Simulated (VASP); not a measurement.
An input for Ansatz (written as the equivalent of a VASP run, and not itself run):

Ansatz 0.2 input:
```yaml
crystal:
  lattice:
    - [0.0000000, 2.5120376, 2.5120376]
    - [2.5120376, 0.0000000, 2.5120376]
    - [2.5120376, 2.5120376, 0.0000000]
  atoms:
    - { symbol: Zn, position: [1.0000000, 0.0000000, 1.0000000] }
    - { symbol: S, position: [0.2500000, 0.2500000, 0.2500000] }
kpoints:
  mp_grid: { grid: [9, 9, 9] }
hamiltonian:
  xc: lda
  pseudopotentials: { kind: paw }
scf:
  occupations: { method: gaussian, width: 0.05 }
  max_iter: 100
relax:
  max_steps: 40
  f_tol: 0.02
  cell: { p_target: 20 }
output: { forces: true, stress: true, eigenvalues: true }
```

**Question.** Write the VASP files for the same calculation (LDA).

**Answer.** Several could match; the one computed here: 
### POSCAR
```
ZnS
1
    0.0000000000     2.5120376000     2.5120376000
    2.5120376000     0.0000000000     2.5120376000
    2.5120376000     2.5120376000     0.0000000000
Zn S
1 1
Direct
  1.0000000000   0.0000000000   1.0000000000
  0.2500000000   0.2500000000   0.2500000000
```

KPOINTS:
```
Automatic mesh
0
Gamma
9 9 9
0 0 0
```

**INCAR**
```
ISMEAR  =  0   ! Gaussian
EDIFFG  =  -0.02
LASPH  =  .TRUE.
PSTRESS  =  200
SYSTEM  =  ZnS
NSW  =  40   ! most ionic steps
ISIF  =  3   ! ions, shape and volume
SIGMA  =  0.05   ! width (eV)
LMAXMIX  =  4   ! l cut-off of mixed one-centre charges
LREAL  =  .FALSE.
IBRION  =  2   ! conjugate gradients
EDIFF  =  1E-6   ! SCF stop (eV)
LCHARG  =  .FALSE.
ENCUT  =  500
ALGO  =  Normal
LWAVE  =  .FALSE.
PREC  =  Accurate
NELM  =  100
```

POTCAR, in this order: Zn S (LDA.64 set). Program: vasp_std.

The two are equivalent in intent, not identical: each code has its own PAW files, so the cut-off isn't converted (ENCUT is set for VASP's; basis.ecutwfc is left out, and Ansatz then takes the one that its files recommend); Ansatz stops its SCF on the density residual and VASP on the energy change (EDIFF); Ansatz's lda is the Perdew-Wang form, while the LDA potentials of VASP carry Perdew-Zunger's.

The compound is ZnS in the zinc blende structure. It was relaxed first under an external pressure of 20 GPa.
